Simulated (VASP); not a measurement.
# OInBr2H in VASP: notebook

One molecule, OInBr2H, is run at these levels: PBE, PBE+TS; tasks: single point, relaxation of the atoms, atomic charges.

Program: VASP 6.6.1. These are calculated values, not measurements. Logs are shortened: lines on timing, memory, paths and dates and some standing lists are left out, and cuts for length are marked.

**1. Starting point**

The cell holds a molecule in a box, 5 atoms: a = 13.000 Å, b = 13.000 Å, c = 12.000 Å, α = 90.00°, β = 90.00°, γ = 90.00°.

**2. Single point, PBE (atoms moved at random, drawn with an rms of 0.05 Å)**

INCAR

```
PREC = Accurate
ENCUT = 520
EDIFF = 1E-6
ISMEAR = 0
SIGMA = 0.01
LREAL = False
LASPH = True
NELM = 80
ALGO = Fast
ISIF = 2
LWAVE = False
LCHARG = True
GGA = PE
LELF = True
LVHAR = True
LVACPOTAV = True
```

KPOINTS

```
Automatic mesh
0
Gamma
  1 1 1
```

POSCAR

```
InHBr2O
1.0
   13.0000000000      0.0000000000      0.0000000000
    0.0000000000     13.0000000000      0.0000000000
    0.0000000000      0.0000000000     12.0000000000
O In Br H
1 1 2 1
Direct
    0.4864500000      0.6104720000      0.5118690000
    0.4971290000      0.4614870000      0.5079660000
    0.6380310000      0.3727320000      0.6006740000
    0.3669030000      0.3646020000      0.4042320000
    0.5387050000      0.6388410000      0.5547060000
```

Potentials or basis: VASP PAW PBE potentials, release 64 (O, In_d, Br, H).

The run is started by

```bash
cat potpaw_PBE.64/O/POTCAR potpaw_PBE.64/In_d/POTCAR potpaw_PBE.64/Br/POTCAR potpaw_PBE.64/H/POTCAR > POTCAR
mpirun -np 1 vasp_gam > vasp.out
```

OUTCAR:

```text
PREC = Accurate
   ENCUT = 520
   EDIFF = 1E-6
   ISMEAR = 0
   LREAL = False
   LASPH = True
   NELM = 80
   ISIF = 2
   GGA = PE

 ion  position               nearest neighbor table
   1  0.486  0.610  0.512-   5 0.93   2 1.94
   2  0.497  0.461  0.508-   1 1.94   5 2.43   3 2.43   4 2.45
   3  0.638  0.373  0.601-   2 2.43
   4  0.367  0.365  0.404-   2 2.45
   5  0.539  0.639  0.555-   1 0.93   2 2.43

  LATTYP: Found a simple tetragonal cell.
 ALAT       =    13.0000000000
 C/A-ratio  =     0.9230769231

  Lattice vectors:

 A1 = (  13.0000000000,   0.0000000000,   0.0000000000)
 A2 = (   0.0000000000,  13.0000000000,   0.0000000000)
 A3 = (   0.0000000000,   0.0000000000,  12.0000000000)

Analysis of symmetry for initial positions (statically):
=====================================================================
 Subroutine PRICEL returns:
 Original cell was already a primitive cell.

 Routine SETGRP: Setting up the symmetry group for a
 simple tetragonal supercell.

 Subroutine GETGRP returns: Found  1 space group operations
 (whereof  1 operations were pure point group operations)
 out of a pool of 16 trial point group operations.

The static configuration has the point symmetry C_1 .

Analysis of symmetry for dynamics (positions and initial velocities):
=====================================================================
 Subroutine PRICEL returns:
 Original cell was already a primitive cell.

 Routine SETGRP: Setting up the symmetry group for a
 simple tetragonal supercell.

 Subroutine GETGRP returns: Found  1 space group operations
 (whereof  1 operations were pure point group operations)
 out of a pool of 16 trial point group operations.

The dynamic configuration has the point symmetry C_1 .

 Subroutine INISYM returns: Found  1 space group operations
 (whereof  1 operations are pure point group operations),
 and found     1 'primitive' translations

----------------------------------------------------------------------------------------

                                     Primitive cell

  volume of cell :    2028.0000

  direct lattice vectors                    reciprocal lattice vectors
    13.000000000  0.000000000  0.000000000     0.076923077  0.000000000  0.000000000
     0.000000000 13.000000000  0.000000000     0.000000000  0.076923077  0.000000000
     0.000000000  0.000000000 12.000000000     0.000000000  0.000000000  0.083333333

  length of vectors
    13.000000000 13.000000000 12.000000000     0.076923077  0.076923077  0.083333333

  position of ions in fractional coordinates (direct lattice)
     0.486450000  0.610472000  0.511869000
     0.497129000  0.461487000  0.507966000
     0.638031000  0.372732000  0.600674000
     0.366903000  0.364602000  0.404232000
     0.538705000  0.638841000  0.554706000

  ion indices of the primitive-cell ions
   primitive index   ion index
                 1           1
                 2           2
                 3           3
                 4           4
                 5           5

----------------------------------------------------------------------------------------

 KPOINTS: Automatic mesh

Automatic generation of k-mesh.
 Grid dimensions read from file:
 generate k-points for:    1    1    1

 Generating k-lattice:

  Cartesian coordinates                     Fractional coordinates (reciprocal lattice)
     0.076923077  0.000000000  0.000000000     1.000000000  0.000000000  0.000000000
     0.000000000  0.076923077  0.000000000     0.000000000  1.000000000  0.000000000
     0.000000000  0.000000000  0.083333333     0.000000000  0.000000000  1.000000000

  Length of vectors
     0.076923077  0.076923077  0.083333333

  Shift w.r.t. Gamma in fractional coordinates (k-lattice)
     0.000000000  0.000000000  0.000000000

 Subroutine IBZKPT returns following result:
 ===========================================

 Found      1 irreducible k-points:

 Following reciprocal coordinates:
            Coordinates               Weight
  0.000000  0.000000  0.000000      1.000000
   k-points           NKPTS =      1   k-points in BZ     NKDIM =      1   number of bands    NBANDS=     21
   number of dos      NEDOS =    301   number of ions     NIONS =      5
   total plane-waves  NPLWV = 864360
   dimension x,y,z NGX =    98 NGY =   98 NGZ =   90
   dimension x,y,z NGXF=   196 NGYF=  196 NGZF=  180
   ions per type =               1   1   2   1
   NGX,Y,Z   is equivalent  to a cutoff of  12.53, 12.53, 12.47 a.u.
   NGXF,Y,Z  is equivalent  to a cutoff of  25.06, 25.06, 24.94 a.u.
 SYSTEM =  unknown system
   PREC   = accura    normal or accurate (medium, high low for compatibility)
   ISTART =      0    job   : 0-new  1-cont  2-samecut
   ICHARG =      2    charge: 1-file 2-atom 10-const
   ISPIN  =      1    spin polarized calculation?
   LNONCOLLINEAR =      F non collinear calculations
   LSORBIT =      F    spin-orbit coupling
   LASPH  =      T    aspherical Exc in radial PAW
   ENCUT  =  520.0 eV  38.22 Ry    6.18 a.u.  24.17 24.17 22.31*2*pi/ulx,y,z
   NELM   =     80;   NELMIN=  2; NELMDL= -5     # of ELM steps
   EDIFF  = 0.1E-05   stopping-criterion for ELM
   LREAL  =      F    real-space projection
   EDIFFG = 0.1E-04   stopping-criterion for IOM
   NSW    =      0    number of steps for IOM
   IBRION =     -1    ionic relax: 0-MD 1-quasi-New 2-CG
   NFREE  =      0    steps in history (QN), initial steepest desc. (CG)
   ISIF   =      2    stress and relaxation
   ISYM   =      2    0-nonsym 1-usesym 2-fastsym
   POTIM  = 0.5000    time-step for ionic-motion
   TEBEG  =    0.0;   TEEND  =   0.0 temperature during run
   PSTRESS=    0.0 pullay stress
   NELECT =      34.0000    total number of electrons
   NUPDOWN=      -1.0000    fix difference up-down
   EMIN   =  10.00;   EMAX   =-10.00  energy-range for DOS
   EFERMI =   0.00;   METHOD = LEGACY
   ISMEAR =     0;   SIGMA  =   0.01  broadening in eV -4-tet -1-fermi 0-gaus
   EFERMI_NEDOS =   21; number of points for ismear=-14 and -15
   IALGO  =     68    algorithm
   IMIX   =      4    mixing-type and parameters
     AMIX     =   0.40;   BMIX     =  1.00
     AMIX_MAG =   1.60;   BMIX_MAG =  1.00
  volume/ion in A,a.u.               =     405.60      2737.12
  Fermi-wavevector in a.u.,A,eV,Ry     =   0.418998  0.791791  2.388628  0.175559
  Thomas-Fermi vector in A             =   1.380257
   LORBIT       =      0    0 simple, 1 ext, 2 COOP (PROOUT), +10 PAW based schemes
   GGA     = PE    functional components
   LHFCALC =     F    Hartree Fock is set to
   AEXX    =    0.0000 exact exchange contribution
   IVDW    =     0    specifies the selected vdW correction
   LEPSILON=     F    determine dielectric tensor
   LRPA    =     F    only Hartree local field effects (RPA)
 non-spin polarized calculation
 RMM-DIIS sequential band-by-band and
 Gauss-broadening in eV      SIGMA  =   0.01
  energy-cutoff  :      520.00
  volume of cell :     2028.00
 maximum number of plane-waves:     27285
 NGX is ok and might be reduce to    98
   NGX = 49   NGY = 49   NGZ = 45

 number of electron      33.9999981 magnetization

 Free energy of the ion-electron system (eV)
  ---------------------------------------------------
  ext. energy  EPLUGINS =         0.00000000
  ---------------------------------------------------
  free energy    TOTEN  =       -17.85569738 eV

  energy without entropy =      -17.85569738  energy(sigma->0) =      -17.85569738

 E-fermi :  -6.8837     XC(G=0):  -0.9221

 val. band max:       -6.9426008068   @ k =   0.0000   0.0000   0.0000
 cond. band min:      -3.0815089633   @ k =   0.0000   0.0000   0.0000
 fundamental gap:      3.8610918436
 Fermi energy:        -6.8836967934

 k-point     1 :       0.0000    0.0000    0.0000
  band No.  band energies     occupation
      1     -24.7518      2.00000
      2     -20.4594      2.00000
      3     -20.3638      2.00000
      4     -19.7898      2.00000
      5     -19.7091      2.00000
      6     -19.5529      2.00000
[... 13 lines left out ...]
     20      -0.3323      0.00000
     21       0.0334      0.00000

------------------------ aborting loop because EDIFF is reached ----------------------------------------

  FORCE on cell =-STRESS in cart. coord.  units (eV):
  Direction    XX          YY          ZZ          XY          YZ          ZX
  --------------------------------------------------------------------------------------
  -------------------------------------------------------------------------------------
  Total        2.0437170      2.8496962      1.0126807      0.3210945      0.4695857      1.4856844
  in kB        1.6145942      2.2513406      0.8000464      0.2536738      0.3709860      1.1737327
  external PRESSURE =       1.5553270 kB  Pullay stress =       0.0000000 kB

 VOLUME and BASIS-vectors are now :
 -----------------------------------------------------------------------------
  energy-cutoff  :      520.00
  volume of cell :     2028.00
      direct lattice vectors                 reciprocal lattice vectors
    13.000000000  0.000000000  0.000000000     0.076923077  0.000000000  0.000000000
     0.000000000 13.000000000  0.000000000     0.000000000  0.076923077  0.000000000
     0.000000000  0.000000000 12.000000000     0.000000000  0.000000000  0.083333333

 POSITION                                       TOTAL-FORCE (eV/Angst)
 -----------------------------------------------------------------------------------
      6.32385      7.93614      6.14243        -1.944232     -0.045461     -1.371536
      6.46268      5.99933      6.09559        -0.236389     -0.856520     -0.242649
      8.29440      4.84552      7.20809         0.359422     -0.216130      0.229822
      4.76974      4.73983      4.85078        -0.084274     -0.046729     -0.055837
      7.00317      8.30493      6.65647         1.905472      1.164839      1.440200
 -----------------------------------------------------------------------------------
    total drift:                               -0.000326     -0.000780      0.000115

  FREE ENERGIE OF THE ION-ELECTRON SYSTEM (eV)
  ---------------------------------------------------
  free  energy   TOTEN  =       -17.8556973833 eV

  energy  without entropy=      -17.8556973833  energy(sigma->0) =      -17.85569738
```

Wall time 3.3 min (1 thread of Intel Xeon Platinum 8259CL at 2.50GHz (Skylake/Cascade Lake), shared host); peak memory 1.5 GiB.

What came out:

```yaml
Free_energy: -17.8557 eV
Largest_force: 2.657 eV/Å
Gap_between_the_frontier_levels: 3.86 eV
```

Forces on the atoms (eV/Å):
```
O   -1.944 -0.045 -1.372
In  -0.236 -0.857 -0.243
Br   0.359 -0.216  0.230
Br  -0.084 -0.047 -0.056
H    1.905  1.165  1.440
```

Caveat: spin-orbit coupling is left out, which moves the levels of the heavy elements.

[end of part 1 of 2]
